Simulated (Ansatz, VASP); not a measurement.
# Zn3SbN3 in two plane-wave programs

One calculation is typed for both programs; each brings its own data sets. How far apart do they land? The cell is taken from a series of runs on this material, whose earlier steps may have relaxed, scaled, displaced or heated it; both programs get it as it stands.

Method: plane waves, with VASP 6.6.1 beside it; G0W0 gap at PBE, in Ansatz 0.2.0.

**1. Set-up**

It takes space group Cm (No. 8, monoclinic). Conventional cell: a = 7.059 Å, b = 6.566 Å, c = 5.652 Å, α = 90.00°, β = 126.28°, γ = 90.00°. Nearest to Zn lie 3 N at 1.97 Å. Nearest to Zn lie 3 N at 2.00 to 2.04 Å. Sb has 3 N at 2.06 to 2.08 Å nearest. N has 3 Zn at 1.97 to 2.04 Å and 1 Sb at 2.08 Å nearest. Nearest to N lie 3 Zn at 1.97 to 2.00 Å and 1 Sb at 2.06 Å. Farther neighbours and most contacts between anions are not listed.

Coordinates:

```xyz
7
Lattice="3.5296 -3.2832 0.0000 3.5296 3.2832 0.0000 -3.3442 0.0000 4.5561" Properties=species:S:1:pos:R:3 pbc="T T T"
Zn    4.1712    0.0000    0.5418
Zn    2.0452   -1.4450    2.3439
Zn    2.0452    1.4450    2.3439
Sb    0.3813    0.0000    0.0029
N     3.7723    1.7388    1.3883
N     3.7723   -1.7388    1.3883
N     2.2187    0.0000    3.7099
```

**2. VASP: G0W0 gap, PBE**

Quasiparticle shifts depend on high empty states and on the cores, so they are the hardest test of two PAW sets.

Lines of VASP's logs that name or quote its potential files are left out, and so is its time.

The run reads the wave functions of an earlier VASP run, which isn't shown here.

File INCAR:

```
SYSTEM = Zn3SbN3
PREC = Accurate
ENCUT = 450
ISMEAR = 0
SIGMA = 0.01
LREAL = .FALSE.
GGA = PE
NBANDS = 432
ALGO = EVGW0
NELMGW = 1
ENCUTGW = 140
NOMEGA = 64
PRECFOCK = Fast
NBANDSGW = 64
LWAVE = .FALSE.
LCHARG = .FALSE.
```

File POSCAR:

```
Zn3SbN3
1.0
    3.5296451290     -3.2832481150      0.0000000000
    3.5296451290      3.2832481150      0.0000000000
   -3.3442202977      0.0000000000      4.5561292986
Zn Sb N
3 1 3
Direct
    0.6472158037      0.6472158037      0.1189086107
    0.7534787358      0.3133615557      0.5144390444
    0.3133615557      0.7534787358      0.5144390444
    0.0543102333      0.0543102333      0.0006385362
    0.4139368464      0.9435234632      0.3047115079
    0.9435234632      0.4139368464      0.3047115079
    0.7000333718      0.7000333718      0.8142597586
```

File KPOINTS:

```
Automatic mesh
0
Gamma
4 4 4
0 0 0
```

Potentials, in the order of the species: Zn_sv_GW, Sb_d_GW and N_GW (PBE family, release 64).

Run with:

```
> mpirun -np 16 vasp_std
```

Numbers of over 12 decimals in the logs are rounded to 6 here.

Output:

```text
[banner, memory and clock lines left out]
running   16 mpi-ranks, on    1 nodes
 distrk:  each k-point on   16 cores,    1 groups
 distr:  one band on    1 cores,   16 groups

 POSCAR found type information on POSCAR ZnSbN
 POSCAR found :  3 types and       7 ions
|                                                                             |
|           W    W    AA    RRRRR   N    N  II  N    N   GGGG   !!!           |
|           W    W   A  A   R    R  NN   N  II  NN   N  G    G  !!!           |
|           W    W  A    A  R    R  N N  N  II  N N  N  G       !!!           |
|           W WW W  AAAAAA  RRRRR   N  N N  II  N  N N  G  GGG   !            |
|           WW  WW  A    A  R   R   N   NN  II  N   NN  G    G                |
|           W    W  A    A  R    R  N    N  II  N    N   GGGG   !!!           |
|                                                                             |
|     For optimal performance we recommend to set                             |
|       NCORE = 2 up to number-of-cores-per-socket                            |
|     NCORE specifies how many cores store one orbital (NPAR=cpu/NCORE).      |
|     This setting can greatly improve the performance of VASP for DFT.       |
|     The default, NCORE=1 might be grossly inefficient on modern             |
|     multi-core architectures or massively parallel machines. Do your        |
|     Unfortunately you need to use the default for GW and RPA                |
|     calculations (for HF NCORE is supported but not extensively tested      |
|     yet).                                                                   |
|                                                                             |

|                                                                             |
|           W    W    AA    RRRRR   N    N  II  N    N   GGGG   !!!           |
|           W    W   A  A   R    R  NN   N  II  NN   N  G    G  !!!           |
|           W    W  A    A  R    R  N N  N  II  N N  N  G       !!!           |
|           W WW W  AAAAAA  RRRRR   N  N N  II  N  N N  G  GGG   !            |
|           WW  WW  A    A  R   R   N   NN  II  N   NN  G    G                |
|           W    W  A    A  R    R  N    N  II  N    N   GGGG   !!!           |
|                                                                             |
|     The default for ENCUTGWSOFT is different in this version of VASP.       |
|     please manually set ENCUTGWSOFT =140 in the INCAR file.                 |
|                                                                             |

 LDA part: xc-table for (Slater+PW92), standard interpolation
 found WAVECAR, reading the header
 POSCAR, INCAR and KPOINTS ok, starting setup
 FFT: planning ... GRIDC
 FFT: planning ... GRID_SOFT
 FFT: planning ... GRID
 reading WAVECAR
 the WAVECAR file was read successfully
 initial charge from wavefunction
 available memory per node:     33.68 GB, setting MAXMEM to     34485

 The Fermi energy was updated, please check that it is located mid-gap
 values below the HOMO (VB) or above the LUMO (CB) will cause erroneous energies
 E-fermi :   4.5059

 calculate exact exchange contribution
 the WAVEDER file was read successfully
|                                                                             |
|           W    W    AA    RRRRR   N    N  II  N    N   GGGG   !!!           |
|           W    W   A  A   R    R  NN   N  II  NN   N  G    G  !!!           |
|           W    W  A    A  R    R  N N  N  II  N N  N  G       !!!           |
|           W WW W  AAAAAA  RRRRR   N  N N  II  N  N N  G  GGG   !            |
|           WW  WW  A    A  R   R   N   NN  II  N   NN  G    G                |
|           W    W  A    A  R    R  N    N  II  N    N   GGGG   !!!           |
|                                                                             |
|     Automatic setting of frequency mesh for GW failed. Frequency mesh       |
|     properly not suitable for determining QP energies. Consider             |
|     increasing number of kpoints.                                           |
|                                                                             |

energies w=
    0.000    0.000    1.339    0.000    2.676    0.000    4.006    0.000
    5.329    0.000    6.641    0.000    7.940    0.000    9.225    0.000
   10.495    0.000   11.748    0.000   12.985    0.000   14.205    0.000
   15.409    0.000   16.597    0.000   17.770    0.000   18.930    0.000
   20.077    0.000   21.213    0.000   22.340    0.000   23.459    0.000
   24.574    0.000   25.685    0.000   26.795    0.000   27.906    0.000
   29.021    0.000   30.142    0.000   31.273    0.000   32.416    0.000
   33.574    0.000   34.750    0.000   35.949    0.000   37.173    0.000
   38.429    0.000   39.718    0.000   41.048    0.000   42.424    0.000
   43.852    0.000   45.339    0.000   46.893    0.000   48.524    0.000
   50.241    0.000   52.057    0.000   53.985    0.000   56.042    0.000
   58.246    0.000   60.620    0.000   63.189    0.000   65.986    0.000
   69.048    0.000   72.422    0.000   76.165    0.000   80.349    0.000
   85.063    0.000   90.423    0.000   96.578    0.000  103.725    0.000
  112.132    0.000  122.167    0.000  134.356    0.000  149.471    0.000
  168.700    0.000  193.968    0.000  228.603    0.000  278.924    0.000
 responsefunction array rank=     416
 LDA part: xc-table for (Slater+PW92), standard interpolation

 min. memory requirement per mpi rank    595.4 MB, per node   9526.5 MB

 allocating   4 responsefunctions rank=   416
 shmem allocating  64 responsefunctions rank=   416
 response function shared by NCSHMEM nodes    1
 Doing            4  frequencies on each core in blocks of           64
NQ=   1    0.0000    0.0000    0.0000,
|.........|.........|.........|.........|.........|.........|.........|.........
 performed       3556000 updates of chi_q(r,r)
 total number of BLAS operations       4805.77 Gflops
NQ=   2    0.2500    0.0000    0.0000,
|.........|.........|.........|.........|.........|.........|.........|.........
 performed       9324000 updates of chi_q(r,r)
 total number of BLAS operations      12300.05 Gflops
NQ=   3    0.5000    0.0000    0.0000,
|.........|.........|.........|.........|.........|.........|.........|.........
 performed      13654000 updates of chi_q(r,r)
 total number of BLAS operations      17732.62 Gflops
NQ=   4    0.2500    0.2500    0.0000,
|.........|.........|.........|.........|.........|.........|.........|.........
 performed      18094000 updates of chi_q(r,r)
 total number of BLAS operations      23360.35 Gflops
NQ=   5    0.5000    0.2500    0.0000,
|.........|.........|.........|.........|.........|.........|.........|.........
 performed      23862000 updates of chi_q(r,r)
 total number of BLAS operations      30596.54 Gflops
NQ=   6   -0.2500    0.2500    0.0000,
|.........|.........|.........|.........|.........|.........|.........|.........
 performed      28524000 updates of chi_q(r,r)
 total number of BLAS operations      36504.56 Gflops
NQ=   7    0.5000    0.5000    0.0000,
|.........|.........|.........|.........|.........|.........|.........|.........
 performed      32080000 updates of chi_q(r,r)
 total number of BLAS operations      40831.78 Gflops
NQ=   8    0.0000    0.0000    0.2500,
|.........|.........|.........|.........|.........|.........|.........|.........
 performed      36520000 updates of chi_q(r,r)
 total number of BLAS operations      46688.02 Gflops
NQ=   9    0.2500    0.0000    0.2500,
|.........|.........|.........|.........|.........|.........|.........|.........
 performed      42288000 updates of chi_q(r,r)
 total number of BLAS operations      53997.49 Gflops
NQ=  10    0.5000    0.0000    0.2500,
|.........|.........|.........|.........|.........|.........|.........|.........
 performed      48056000 updates of chi_q(r,r)
 total number of BLAS operations      61380.61 Gflops
NQ=  11   -0.2500    0.0000    0.2500,
|.........|.........|.........|.........|.........|.........|.........|.........
 performed      53824000 updates of chi_q(r,r)
 total number of BLAS operations      68690.09 Gflops
NQ=  12    0.2500    0.2500    0.2500,
|.........|.........|.........|.........|.........|.........|.........|.........
 performed      58264000 updates of chi_q(r,r)
 total number of BLAS operations      74121.60 Gflops
NQ=  13    0.5000    0.2500    0.2500,
|.........|.........|.........|.........|.........|.........|.........|.........
 performed      64032000 updates of chi_q(r,r)
 total number of BLAS operations      81467.85 Gflops
NQ=  14   -0.2500    0.2500    0.2500,
|.........|.........|.........|.........|.........|.........|.........|.........
 performed      69800000 updates of chi_q(r,r)
 total number of BLAS operations      88704.05 Gflops
NQ=  15    0.5000    0.5000    0.2500,
|.........|.........|.........|.........|.........|.........|.........|.........
 performed      74240000 updates of chi_q(r,r)
 total number of BLAS operations      94275.35 Gflops
NQ=  16   -0.2500    0.5000    0.2500,
|.........|.........|.........|.........|.........|.........|.........|.........
 performed      80008000 updates of chi_q(r,r)
 total number of BLAS operations     101548.14 Gflops
NQ=  17   -0.2500   -0.2500    0.2500,
|.........|.........|.........|.........|.........|.........|.........|.........
 performed      84448000 updates of chi_q(r,r)
 total number of BLAS operations     107261.03 Gflops
NQ=  18    0.0000    0.0000    0.5000,
|.........|.........|.........|.........|.........|.........|.........|.........
 performed      88004000 updates of chi_q(r,r)
 total number of BLAS operations     111588.24 Gflops
NQ=  19    0.2500    0.0000    0.5000,
|.........|.........|.........|.........|.........|.........|.........|.........
 performed      93772000 updates of chi_q(r,r)
 total number of BLAS operations     118824.44 Gflops
NQ=  20    0.5000    0.0000    0.5000,
|.........|.........|.........|.........|.........|.........|.........|.........
 performed      98102000 updates of chi_q(r,r)
 total number of BLAS operations     124202.27 Gflops
NQ=  21    0.2500    0.2500    0.5000,
|.........|.........|.........|.........|.........|.........|.........|.........
 performed     102542000 updates of chi_q(r,r)
 total number of BLAS operations     129773.58 Gflops
NQ=  22    0.5000    0.2500    0.5000,
|.........|.........|.........|.........|.........|.........|.........|.........
 performed     108310000 updates of chi_q(r,r)
 total number of BLAS operations     136973.28 Gflops
NQ=  23   -0.2500    0.2500    0.5000,
|.........|.........|.........|.........|.........|.........|.........|.........
 performed     112972000 updates of chi_q(r,r)
 total number of BLAS operations     142881.30 Gflops
NQ=  24    0.5000    0.5000    0.5000,
|.........|.........|.........|.........|.........|.........|.........|.........
 performed     116528000 updates of chi_q(r,r)
 total number of BLAS operations     147387.86 Gflops
 resolving degeneracies of screened two electron integrals

 calculate QP shifts <psi_nk| G(iteration)W_0 |psi_nk>: iteration 1
 entering main loop
```

From OUTCAR (step 2):

```text
ion  position               nearest neighbor table
   1  0.647  0.647  0.119-   7 1.97   6 1.97   5 1.97
   2  0.753  0.313  0.514-   6 2.00   7 2.00   5 2.04
   3  0.313  0.753  0.514-   5 2.00   7 2.00   6 2.04
   4  0.054  0.054  0.001-   7 2.06   6 2.08   5 2.08
   5  0.414  0.944  0.305-   1 1.97   3 2.00   2 2.04   4 2.08
   6  0.944  0.414  0.305-   1 1.97   2 2.00   3 2.04   4 2.08
   7  0.700  0.700  0.814-   1 1.97   2 2.00   3 2.00   4 2.06

  LATTYP: Found a base centered monoclinic cell.
 ALAT       =     7.0592902580
 B/A-ratio  =     0.9301921284
 C/A-ratio  =     0.8006097110
 COS(beta)  =    -0.5917155543

 Subroutine GETGRP returns: Found  2 space group operations
 (whereof  2 operations were pure point group operations)

The static configuration has the point symmetry C_1h.

 Found     24 irreducible k-points:

   k-points           NKPTS =     24   k-points in BZ     NKDIM =     64   number of bands    NBANDS=    432

   dimension x,y,z NGX =    36 NGY =   36 NGZ =   40
   dimension x,y,z NGXF=    72 NGYF=   72 NGZF=   80

   ENCUT  =  450.0 eV  33.07 Ry    5.75 a.u.   8.34  8.34  9.78*2*pi/ulx,y,z

   NELECT =      90.0000    total number of electrons

  energy-cutoff  :      450.00
  volume of cell :      105.60
      direct lattice vectors                 reciprocal lattice vectors
     3.529645129 -3.283248115  0.000000000     0.141657300 -0.152288217  0.103977124
     3.529645129  3.283248115  0.000000000     0.141657300  0.152288217  0.103977124
    -3.344220298  0.000000000  4.556129299     0.000000000  0.000000000  0.219484552

 k-points in reciprocal lattice and weights: Automatic mesh
   0.00000000  0.00000000  0.00000000       0.016
   0.25000000  0.00000000  0.00000000       0.062
   0.50000000  0.00000000  0.00000000       0.031
   0.25000000  0.25000000  0.00000000       0.031
   0.50000000  0.25000000  0.00000000       0.062
  -0.25000000  0.25000000  0.00000000       0.031
   0.50000000  0.50000000  0.00000000       0.016
   0.00000000  0.00000000  0.25000000       0.031
   0.25000000  0.00000000  0.25000000       0.062
[...]
-0.25000000  0.25000000  0.50000000       0.031
   0.50000000  0.50000000  0.50000000       0.016

 E-fermi :   4.5059

 QP shifts <psi_nk| G(iteration)W_0 |psi_nk>: iteration 1
 for sc-GW calculations column KS-energies equals QP-energies in previous step
 and V_xc(KS)=  KS-energies - (<T + V_ion + V_H > + <T+V_H+V_ion>^1  + <V_x>^1)
 k-point   1 :       0.0000    0.0000    0.0000
  band No.  KS-energies  QP-energies   sigma(KS)   V_xc(KS)     V^pw_x(r,r')   Z            occupation Imag(sigma)
    ...
     42       1.3663       0.5058     -16.9013     -15.7752     -20.2468       0.7641       2.0000       0.6568
     43       2.5521       1.7510     -17.6772     -16.6372     -20.5611       0.7703       2.0000       0.4995
     44       3.0468       2.2932     -19.3279     -18.3396     -22.5786       0.7625       2.0000       0.5086
     45       3.1531       2.4121     -19.1087     -18.1456     -22.0706       0.7695       2.0000       0.4576
     46       6.0778       6.5020     -12.0172     -12.5424      -8.6867       0.8076       0.0000      -0.3575
     47       6.9525       7.4657     -14.0506     -14.6981     -11.0507       0.7926       0.0000      -0.3666
     48       7.8983       8.6022     -12.5125     -13.4008      -8.6931       0.7923       0.0000      -0.4811
     49       8.1166       8.6107     -11.1103     -11.7233      -7.3314       0.8061       0.0000      -0.4670
    ...

 k-point   2 :       0.2500    0.0000    0.0000
  band No.  KS-energies  QP-energies   sigma(KS)   V_xc(KS)     V^pw_x(r,r')   Z            occupation Imag(sigma)
    ...
     42       1.7164       0.8859     -17.6924     -16.6071     -20.9051       0.7651       2.0000       0.5928
     43       2.3423       1.5009     -19.0407     -17.9418     -22.3335       0.7657       2.0000       0.5390
     44       2.8752       2.0887     -19.4472     -18.4165     -22.7802       0.7631       2.0000       0.5233
     45       3.5530       2.8901     -18.1163     -17.2569     -20.6597       0.7714       2.0000       0.4187
     46       6.2283       6.6855     -12.5627     -13.1351      -9.4221       0.7987       0.0000      -0.3496
     47       6.9854       7.4970     -12.1841     -12.8234      -8.7502       0.8001       0.0000      -0.3963
     48       7.3389       7.8763     -12.0748     -12.7468      -8.4946       0.7998       0.0000      -0.4305
     49       8.1880       8.8232     -12.0751     -12.8678      -8.1736       0.8013       0.0000      -0.4757
    ...

 k-point   3 :       0.5000    0.0000    0.0000
  band No.  KS-energies  QP-energies   sigma(KS)   V_xc(KS)     V^pw_x(r,r')   Z            occupation Imag(sigma)
    ...
     42       1.7259       0.7887     -19.5339     -18.3082     -23.2087       0.7646       2.0000       0.5993
     43       2.5123       1.7727     -17.6881     -16.7210     -20.5784       0.7647       2.0000       0.5229
     44       2.6450       1.8319     -18.7644     -17.7037     -21.9298       0.7666       2.0000       0.5170
     45       3.7578       3.0977     -19.0479     -18.1884     -21.7983       0.7680       2.0000       0.4315
     46       6.0094       6.4688     -12.1460     -12.7216      -9.0070       0.7981       0.0000      -0.3440
     47       6.9927       7.4981     -11.4989     -12.1284      -7.9108       0.8029       0.0000      -0.4103
     48       7.5125       8.0922     -12.2536     -12.9821      -8.6341       0.7958       0.0000      -0.4498
     49       9.2968      10.1098     -12.6333     -13.6548      -8.3339       0.7959       0.0000      -0.5351
    ...

 k-point   4 :       0.2500    0.2500    0.0000
  band No.  KS-energies  QP-energies   sigma(KS)   V_xc(KS)     V^pw_x(r,r')   Z            occupation Imag(sigma)
    ...
     42       1.9002       1.0129     -17.3337     -16.1883     -20.2017       0.7746       2.0000       0.5361
     43       2.4173       1.6997     -18.6831     -17.7399     -21.8945       0.7608       2.0000       0.5427
     44       3.1741       2.4606     -16.9176     -15.9991     -19.2722       0.7768       2.0000       0.4212
     45       3.2462       2.5426     -19.6020     -18.6759     -22.8646       0.7597       2.0000       0.5078
     46       6.2697       6.7385     -12.2308     -12.8171      -9.0167       0.7996       0.0000      -0.3574
     47       6.7986       7.3070     -12.5418     -13.1781      -9.1742       0.7990       0.0000      -0.3853
     48       7.1810       7.7945     -12.4258     -13.1979      -8.8513       0.7945       0.0000      -0.4247
     49       8.8582       9.5373     -12.1175     -12.9645      -7.9997       0.8017       0.0000      -0.5134
    ...

[... 4 further parts left out ...]
```

(Continued in part 2 of 2.)

[Lines on the potential files, build, host, timing and source positions are cut from VASP's logs without a mark.]

[Logs are printed without paths, hosts, clocks, repeated set-up lines and the standing remarks that a program may print on its own settings, such as how far it seeks lower states.]

[Hosts, paths, dates, database ids (printed as entryN), source tags and the programs' standing remarks are cut or masked in the printed files.]
